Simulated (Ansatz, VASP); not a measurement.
## BAs in two plane-wave programs

Wanted: the spread between two codes on one cell, functional and k mesh. The cell is taken from a series of runs on this material, whose earlier steps may have relaxed, scaled, displaced or heated it; both programs get it as it stands.

Method: plane waves, with VASP 6.6.1 beside it; single point at PBE, in Ansatz 0.2.0.

## (1) The starting structure

Symmetry: F-43m, No. 216, cubic system. Conventional cell: a = 4.744 Å, b = 4.744 Å, c = 4.744 Å, α = 90.00°, β = 90.00°, γ = 90.00°. B has 4 As at 2.05 Å nearest. Nearest to As lie 4 B at 2.05 Å. Farther neighbours are not listed.

## (2) VASP: single point, PBE, pair 1

With cell and atoms fixed, the geometry can't cause a difference; cores, projectors, grids and the points listed under the comparison can.

Lines of VASP's logs that name or quote its potential files are left out, and so is its time.

Contents of INCAR:

```
SYSTEM = BAs
PREC = Accurate
ENCUT = 500
EDIFF = 1E-06
NELM = 120
ISMEAR = 0
SIGMA = 0.02
LREAL = .FALSE.
ALGO = Normal
GGA = PE
NBANDS = 10
LORBIT = 11
LWAVE = .FALSE.
LCHARG = .FALSE.
ISIF = 2
LASPH = .TRUE.
GGA_COMPAT = .FALSE.
EFERMI = MIDGAP
```

Contents of POSCAR:

```
BAs
1.0
    0.0000000000      2.3721645678      2.3721645678
    2.3721645678      0.0000000000      2.3721645678
    2.3721645678      2.3721645678      0.0000000000
B As
1 1
Direct
    0.0000000000      0.0000000000      0.0000000000
    0.7500000000      0.7500000000      0.7500000000
```

Contents of KPOINTS:

```
Automatic mesh
0
Gamma
12 12 12
0 0 0
```

PAW data sets: B and As (PBE family, release 64).

The run is started by

```bash
$ mpirun -np 1 vasp_std
```

Numbers of over 12 decimals in the logs are rounded to 6 here.

The log of the run:

```text
[banner, memory and clock lines left out]
running    1 mpi-ranks, on    1 nodes
 distrk:  each k-point on    1 cores,    1 groups
 distr:  one band on    1 cores,    1 groups

 POSCAR found type information on POSCAR B As
 POSCAR found :  2 types and       2 ions
 LDA part: xc-table for (Slater+PW92), standard interpolation
 POSCAR, INCAR and KPOINTS ok, starting setup
 FFT: planning ... GRIDC
 FFT: planning ... GRID_SOFT
 FFT: planning ... GRID
 WAVECAR not read
 entering main loop
       N       E                     dE             d eps       ncg     rms          rms(c)
DAV:   1     0.128227370384E+02    0.12823E+02   -0.38215E+03  1440   0.694E+02
DAV:   2    -0.113953170482E+02   -0.24218E+02   -0.23151E+02  2020   0.105E+02
DAV:   3    -0.120672072172E+02   -0.67189E+00   -0.67057E+00  1712   0.177E+01
DAV:   4    -0.120691063909E+02   -0.18992E-02   -0.18991E-02  1746   0.102E+00
DAV:   5    -0.120691089174E+02   -0.25266E-05   -0.25266E-05  1672   0.381E-02    0.508E+00
DAV:   6    -0.114604664334E+02    0.60864E+00   -0.17072E+00  1538   0.580E+00    0.248E+00
DAV:   7    -0.113957282175E+02    0.64738E-01   -0.21383E-01  1732   0.242E+00    0.997E-01
DAV:   8    -0.113886266798E+02    0.71015E-02   -0.21399E-02  1588   0.886E-01    0.104E-01
DAV:   9    -0.113889377847E+02   -0.31110E-03   -0.72052E-04  1656   0.172E-01    0.603E-02
DAV:  10    -0.113890987760E+02   -0.16099E-03   -0.21735E-04  1598   0.954E-02    0.135E-02
DAV:  11    -0.113891038686E+02   -0.50927E-05   -0.53406E-06  1786   0.169E-02    0.117E-02
DAV:  12    -0.113891037577E+02    0.11094E-06   -0.26744E-06  1592   0.956E-03
   1 F= -.11389104E+02 E0= -.11389104E+02  d E =0.000000E+00
```

Parts of OUTCAR (step 2):

```text
ion  position               nearest neighbor table
   1  0.000  0.000  0.000-   2 2.05   2 2.05   2 2.05   2 2.05
   2  0.750  0.750  0.750-   1 2.05   1 2.05   1 2.05   1 2.05

  LATTYP: Found a face centered cubic cell.
 ALAT       =     4.7443291356

 Subroutine GETGRP returns: Found 24 space group operations
 (whereof 24 operations were pure point group operations)

The static configuration has the point symmetry T_d .

 Found     72 irreducible k-points:

   k-points           NKPTS =     72   k-points in BZ     NKDIM =     72   number of bands    NBANDS=     10

   dimension x,y,z NGX =    24 NGY =   24 NGZ =   24
   dimension x,y,z NGXF=    48 NGYF=   48 NGZF=   48

   ENCUT  =  500.0 eV  36.75 Ry    6.06 a.u.   6.12  6.12  6.12*2*pi/ulx,y,z

   NELECT =       8.0000    total number of electrons

 k-points in reciprocal lattice and weights: Automatic mesh
   0.00000000  0.00000000  0.00000000       0.001
   0.08333333  0.00000000  0.00000000       0.005
   0.16666667  0.00000000  0.00000000       0.005
   0.25000000  0.00000000  0.00000000       0.005
   0.33333333  0.00000000  0.00000000       0.005
   0.41666667  0.00000000  0.00000000       0.005
   0.50000000  0.00000000  0.00000000       0.002
   0.08333333  0.08333333  0.00000000       0.003
   0.16666667  0.08333333  0.00000000       0.014
[...]
-0.33333333  0.50000000  0.16666667       0.007
  -0.25000000  0.50000000  0.25000000       0.003

 average (electrostatic) potential at core
       1 -26.5258       2 -48.5581

 E-fermi :   6.9359

 k-point     1 :       0.0000    0.0000    0.0000
  band No.  band energies     occupation
      1      -9.2355      2.00000
      2       6.3555      2.00000
      3       6.3555      2.00000
      4       6.3555      2.00000
      5       9.6582      0.00000
      6       9.6582      0.00000
      7       9.6582      0.00000
      8      11.3059      0.00000
      9      16.0397      0.00000
    ...

 k-point     2 :       0.0833    0.0000    0.0000
  band No.  band energies     occupation
      1      -9.1192      2.00000
      2       5.3080      2.00000
      3       6.1313      2.00000
      4       6.1313      2.00000
      5       9.8389      0.00000
      6       9.9526      0.00000
      7       9.9526      0.00000
      8      11.8969      0.00000
      9      16.5119      0.00000
    ...

 k-point     3 :       0.1667    0.0000    0.0000
  band No.  band energies     occupation
      1      -8.7738      2.00000
      2       3.3631      2.00000
      3       5.6584      2.00000
      4       5.6584      2.00000
      5       9.7514      0.00000
      6      10.5624      0.00000
      7      10.5624      0.00000
      8      13.1894      0.00000
      9      17.4861      0.00000
    ...

  Total        1.0934046      1.0934046      1.0934046     -0.0000000     -0.0000000     -0.0000000
  in kB       65.6186102     65.6186102     65.6186102     -0.0000000     -0.0000000     -0.0000000
  external PRESSURE =      65.6186102 kB  Pullay stress =       0.0000000 kB

  energy-cutoff  :      500.00
  volume of cell :       26.70
      direct lattice vectors                 reciprocal lattice vectors
     0.000000000  2.372164568  2.372164568    -0.210777956  0.210777956  0.210777956
     2.372164568  0.000000000  2.372164568     0.210777956 -0.210777956  0.210777956
     2.372164568  2.372164568  0.000000000     0.210777956  0.210777956 -0.210777956

 POSITION                                       TOTAL-FORCE (eV/Angst)
 -----------------------------------------------------------------------------------
      0.00000      0.00000      0.00000         0.000000     -0.000000      0.000000
      3.55825      3.55825      3.55825        -0.000000      0.000000     -0.000000
 -----------------------------------------------------------------------------------
    total drift:                               -0.000000     -0.000000     -0.000000

  FREE ENERGIE OF THE ION-ELECTRON SYSTEM (eV)
  ---------------------------------------------------
  free  energy   TOTEN  =       -11.3891037577 eV

  energy  without entropy=      -11.3891037577  energy(sigma->0) =      -11.38910376

 total charge
# of ion       s       p       d       tot
------------------------------------------
    1        0.663   1.203   0.000   1.866
    2        1.172   1.679   0.093   2.944
--------------------------------------------------
tot          1.835   2.882   0.093   4.810

[... 3 further parts left out ...]
```

The run ends at a pressure of 6.56 GPa.

## (3) Ansatz: single point, PBE, pair 1

Ansatz runs on its PAW soft_1 files.

The same cell, functional, mesh and smearing now go to Ansatz, which takes its cutoff from its data sets.

Contents of input.yaml:

```yaml
crystal:
  lattice:
    - [0.0, 2.3721645678, 2.3721645678]
    - [2.3721645678, 0.0, 2.3721645678]
    - [2.3721645678, 2.3721645678, 0.0]
  atoms:
    - { symbol: B, position: [0.0, 0.0, 0.0] }
    - { symbol: As, position: [0.75, 0.75, 0.75] }
kpoints:
  mp_grid: { grid: [12, 12, 12] }
hamiltonian:
  xc: pbe
  pseudopotentials: { kind: paw, azcp: { folder: soft_1 } }
scf:
  occupations: { method: gaussian, width: 0.02 }
output:
  forces: true
  stress: true
  eigenvalues: true
```

The run is started by

```bash
$ ansatz run input.yaml --threads 4 --pin off --max-ram 10240MiB --backend cpu --events-out ev --progress --plain --runs-dir out
```

The log of the run:

```text
Engine: ansatz 0.2.0, aarch64-unknown-linux-gnu
Pseudopotentials: kind: paw
Pseudopotential: B, paw, valence charge 3, recommended cutoff 420 eV (normal), soft_1/B.paw.azcp
Pseudopotential: As, paw, valence charge 15, recommended cutoff 420 eV (normal), soft_1/As.paw.azcp
Functional definition: PBE
  parameter kappa = 0.804
  parameter beta = 0.066725
  exchange = pbe_x(kappa = kappa, mu = beta*pi^2/3)
  correlation = pbe_c(beta = beta)
Crystal: 2 atoms, lattice volume = 26.697 Å³
Basis set: ecut = 420 eV, 531 PW (Γ), exchange–correlation on 48×48×48 points (8 copies of the dense FFT grid, shifted against one another)
Bands: 13, of which v1, the nominal top of the filled ones, is band 9 counted from 1 (8 counted from 0)
Symmetry: 24 space group operations
Space group: F-43m (ITA 216), of the structure as read, at distance tolerance 3.0e-5 Å
k-points: 72 of 1728 (time reversal used)
Non-local potential: B, projectors of the file, l = 0: 2, l = 1: 2, l = 2: 1
Non-local potential: As, projectors of the file, l = 0: 2, l = 1: 2, l = 2: 3, l = 3: 1
PAW form: soft (Blöchl's): semilocal exchange-correlation on the pseudo side does not see the compensation charge
PAW one-centre angular grid: B, 110 points (default); XC on 64 Gauss nodes
PAW one-centre angular grid: As, 590 points (default); XC on 64 Gauss nodes
Initial density: superposition of atomic densities (chi_scale 0.1, normalization cell, long waves kept (reshape's long-wave potential 0.00 eV rms))
Initial wavefunctions: pseudopotential atomic-orbital guess
Functional: x = pbe(κ = 0.804, μ = 0.219515), c = pbe(β = 0.066725)
SCF iter   1: F=—  HF=-5012.767041 eV  |F-HF|=—  |Δ(HF+E_count)|=         —  Δρ=8.07e-2  dr2=2.25e0  ethr=3.10e-3  ⟨swp⟩=5.7  Hψ=5302  notcnv=0
preconditioner: auto → none  [insulator: Δε(μ)=1.769 eV  Ē_g=12.617 eV  σ=0.020 eV  W_gap=1.00  n_scr=8 (ndim 8)  ℏωp=20.3 eV  f_vac=0.000  D(μ)=0.00/eV (n_scr^D=0)  ε∞_Penn≈3.6]
SCF iter   2: F=—  HF=-5012.122934 eV  |F-HF|=—  |Δ(HF+E_count)|=   6.44e-1  Δρ=2.60e-2  dr2=1.54e-1  ethr=3.10e-3  ⟨swp⟩=3.0  Hψ=2188  notcnv=0
SCF iter   3: F=—  HF=-5012.093054 eV  |F-HF|=—  |Δ(HF+E_count)|=   2.99e-2  Δρ=1.13e-2  dr2=2.28e-2  ethr=8.56e-4  ⟨swp⟩=2.8  Hψ=1740  notcnv=0
SCF iter   4: F=—  HF=-5012.093099 eV  |F-HF|=—  |Δ(HF+E_count)|=   4.53e-5  Δρ=4.80e-3  dr2=4.86e-3  ethr=1.27e-4  ⟨swp⟩=3.0  Hψ=1651  notcnv=0
SCF iter   5: F=—  HF=-5012.092242 eV  |F-HF|=—  |Δ(HF+E_count)|=   8.57e-4  Δρ=1.10e-3  dr2=2.47e-4  ethr=2.70e-5  ⟨swp⟩=3.0  Hψ=1872  notcnv=0
SCF iter   6: F=—  HF=-5012.092252 eV  |F-HF|=—  |Δ(HF+E_count)|=   9.58e-6  Δρ=1.39e-4  dr2=3.76e-6  ethr=1.37e-6  ⟨swp⟩=2.9  Hψ=1612  notcnv=0
SCF iter   7: F=—  HF=-5012.092254 eV  |F-HF|=—  |Δ(HF+E_count)|=   2.03e-6  Δρ=8.05e-6  dr2=1.33e-8  ethr=5.56e-10  ⟨swp⟩=3.9  Hψ=4559  notcnv=0
SCF iter   8: F=-5012.092254 eV  HF=-5012.092254 eV  |F-HF|=6.37e-12  |Δ(HF+E_count)|=   2.25e-8  Δρ=4.55e-7  dr2=5.25e-11  ethr=7.39e-11  ⟨swp⟩=2.1  Hψ=3061  notcnv=0
SCF 1 converged in 8 iterations: F = -5012.092254 eV  dr2 = 5.25e-11
  greatest PAW one-centre occupation: 0.999 electrons in one spin orbital (limit 2), on the As atom at site 1 (counted from 0), in its partial waves of l = 2
SCF converged after 8 iterations
Free energy (F): -5012.092254 eV
Harris-Foulkes:  -5012.092254 eV  (|F-HF|=6.37e-12)
Internal energy: -5012.092254 eV  (E = F + TS)
E sigma→0 (E₀):  -5012.092254 eV
Fermi energy:    11.608130 eV
--- Per-component energies (eV) ---
  E_band       = -213.222720
  E_kinetic    = 147.836633
  E_local      = -1936.282324  (includes V_loc(G=0)·N_el)
  E_nonlocal   = -384.194779
  E_hartree    = 1094.359312
  E_xc         = -103.717533
  E_vxc        = -113.120083  (∫ρ·V_xc dr)
  E_paw        = -2092.434369  (= ΣΔE_a)
  E_vpaw       = -116.180604  (= ΣTr[D̂ρ^β])
  E_aug_tail   = 0.000004  (compensation charges beyond the density's cutoff)
  E_ewald      = -1737.659198
  E_smearing   = -0.000000  (= −TS)
  E_closure    = 0.000000  (closes the sum)
  Σ components = -5012.092254   (vs F -5012.092254, Δ=0.00e0)
--- Forces (eV/Å), atoms counted from 1 ---
  atom   1  B     -0.00000000     0.00000000     0.00000000
  atom   2  As    -0.00000000     0.00000000     0.00000000
  max |Σ_I F_I| component: 6.08e-16 eV/Å
--- Stress (GPa, compression-positive) ---
        5.831162       0.000000       0.000000
        0.000000       5.831162       0.000000
       -0.000000       0.000000       5.831162
  P = ⅓ Tr σ = 5.8312 GPa (58.312 kbar)
--- Band table (eV; the first three rows and the last of 72) ---
  k-point 0: bands = [... 5 lower, -4.5673, 11.0230, 11.0230, 11.0230, 14.3287, 14.3287, 14.3287, 15.9545]
  k-point 1: bands = [... 5 lower, -4.4511, 9.9759, 10.7992, 10.7992, 14.5079, 14.6233, 14.6233, 16.5496]
  k-point 2: bands = [... 5 lower, -4.1060, 8.0330, 10.3268, 10.3268, 14.4177, 15.2341, 15.2341, 17.8501]
  k-point 71: bands = [... 5 lower, -0.1117, 2.8772, 5.4155, 5.7151, 16.2930, 17.0758, 17.8841, 18.1971]
```

The column dr2 measures how far the density is from self-consistency, as an energy; F and HF (Harris–Foulkes) agree once it is small.

The run ends at a pressure of 5.83 GPa.

## (4) Side by side

Known differences besides the potentials themselves: the data sets hold 18 valence electrons in Ansatz (on its PAW soft_1 files) and 8 in VASP; the cutoff is 420 eV in Ansatz and 500 eV in VASP. Total energies have different zeros and are not compared.

Compared:

```csv
quantity,Ansatz,VASP,difference
pressure (GPa),5.83,6.56,-0.73
gap on the k mesh (eV),1.170,1.161,+0.010
```

A gap on the mesh is an upper bound, since the band edges may lie between its points.

## (5) VASP: single point, PBE, pair 2

With cell and atoms fixed, the geometry can't cause a difference; cores, projectors, grids and the points listed under the comparison can. The cell compared in this pair holds 26.14 Å³, against 26.70 Å³ for the pair before.

INCAR is that of step 2.

Contents of POSCAR:

```
BAs
1.0
    0.0000000000      2.3555754617      2.3555754617
    2.3555754617      0.0000000000      2.3555754617
    2.3555754617      2.3555754617      0.0000000000
B As
1 1
Direct
    0.0000000000      0.0000000000      0.0000000000
    0.7500000000      0.7500000000      0.7500000000
```

KPOINTS is that of step 2.

The run is started by

```bash
$ mpirun -np 1 vasp_std
```

The log of the run:

```text
[... set-up lines as in an earlier step ...]
 entering main loop
       N       E                     dE             d eps       ncg     rms          rms(c)
DAV:   1     0.120394300717E+02    0.12039E+02   -0.37789E+03  1440   0.685E+02
DAV:   2    -0.114839752692E+02   -0.23523E+02   -0.22514E+02  2058   0.107E+02
DAV:   3    -0.120822857373E+02   -0.59831E+00   -0.59717E+00  1700   0.167E+01
DAV:   4    -0.120837851646E+02   -0.14994E-02   -0.14993E-02  1740   0.940E-01
[...]
DAV:  10    -0.113602527871E+02   -0.15866E-03   -0.21524E-04  1600   0.951E-02    0.138E-02
DAV:  11    -0.113602576772E+02   -0.48901E-05   -0.50389E-06  1792   0.165E-02    0.122E-02
DAV:  12    -0.113602574775E+02    0.19974E-06   -0.25679E-06  1596   0.940E-03
   1 F= -.11360257E+02 E0= -.11360257E+02  d E =0.000000E+00
```

From OUTCAR (step 5):

```text
  Total        1.6379399      1.6379399      1.6379399     -0.0000000     -0.0000000      0.0000000
  in kB      100.3893150    100.3893150    100.3893150     -0.0000000     -0.0000000      0.0000000
  external PRESSURE =     100.3893150 kB  Pullay stress =       0.0000000 kB

 POSITION                                       TOTAL-FORCE (eV/Angst)
 -----------------------------------------------------------------------------------
      0.00000      0.00000      0.00000         0.000000      0.000000      0.000000
      3.53336      3.53336      3.53336        -0.000000     -0.000000     -0.000000
 -----------------------------------------------------------------------------------
    total drift:                               -0.000000     -0.000000     -0.000000

  FREE ENERGIE OF THE ION-ELECTRON SYSTEM (eV)
  ---------------------------------------------------
  free  energy   TOTEN  =       -11.3602574775 eV

  energy  without entropy=      -11.3602574775  energy(sigma->0) =      -11.36025748

[... 1 part as in an earlier step ...]

[... 2 further parts left out ...]
[key lines of the parts left out:]
E-fermi :   7.1628
```

The run ends at a pressure of 10.04 GPa.

## (6) Ansatz: single point, PBE, pair 2

The same cell, functional, mesh and smearing now go to Ansatz, which takes its cutoff from its data sets.

The cell is taken from a series of runs on this material, whose earlier steps may have relaxed, scaled, displaced or heated it; both programs get it as it stands.

input.yaml, the sections that differ from step 3:

```yaml
crystal:
  lattice:
    - [0.0, 2.3555754617, 2.3555754617]
    - [2.3555754617, 0.0, 2.3555754617]
    - [2.3555754617, 2.3555754617, 0.0]
  atoms:
    - { symbol: B, position: [0.0, 0.0, 0.0] }
    - { symbol: As, position: [0.75, 0.75, 0.75] }
# kpoints, hamiltonian, scf, output: as in step 3
```

The run is started by

```bash
$ ansatz run input.yaml --threads 4 --pin off --max-ram 10240MiB --backend cpu --events-out ev --progress --plain --runs-dir out
```

The log of the run:

```text
[...]
Crystal: 2 atoms, lattice volume = 26.141 Å³
Basis set: ecut = 420 eV, 531 PW (Γ), exchange–correlation on 48×48×48 points (8 copies of the dense FFT grid, shifted against one another)
Bands: 13, of which v1, the nominal top of the filled ones, is band 9 counted from 1 (8 counted from 0)
Symmetry: 24 space group operations
[...]
k-points: 72 of 1728 (time reversal used)
[...]
--- Band table (eV; the first three rows and the last of 72) ---
  k-point 0: bands = [... 5 lower, -4.4283, 11.3593, 11.3593, 11.3593, 14.6924, 14.6924, 14.6924, 16.5624]
  k-point 1: bands = [... 5 lower, -4.3098, 10.3025, 11.1299, 11.1299, 14.9015, 14.9938, 14.9938, 17.1256]
  k-point 2: bands = [... 5 lower, -3.9579, 8.3331, 10.6474, 10.6474, 14.8498, 15.6160, 15.6160, 18.3781]
  k-point 71: bands = [... 5 lower, 0.1503, 3.1156, 5.6198, 5.9243, 16.6334, 17.5304, 18.2670, 18.6654]
[key lines of the parts left out:]
SCF converged after 8 iterations
Free energy (F): -5012.066220 eV
Fermi energy:    11.933090 eV
P = ⅓ Tr σ = 9.2273 GPa (92.273 kbar)
```

The run ends at a pressure of 9.23 GPa.

## (7) Comparison

What differs besides the data sets and the points named for the pairs above, as far as they apply: the data sets hold 18 valence electrons in Ansatz (on its PAW soft_1 files) and 8 in VASP. Total energies have different zeros and are not compared.

The two programs side by side:

```csv
quantity,Ansatz,VASP,difference
pressure (GPa),9.23,10.04,-0.81
gap on the k mesh (eV),1.148,1.137,+0.010
```

A gap on the mesh is an upper bound, since the band edges may lie between its points.

[end of part 1 of 2]

[Lines on the potential files, build, host, timing and source positions are cut from VASP's logs without a mark.]

[Logs are printed without paths, hosts, clocks, repeated set-up lines and the standing remarks that a program may print on its own settings, such as how far it seeks lower states.]

[Hosts, paths, dates, database ids (printed as entryN), source tags and the programs' standing remarks are cut or masked in the printed files.]
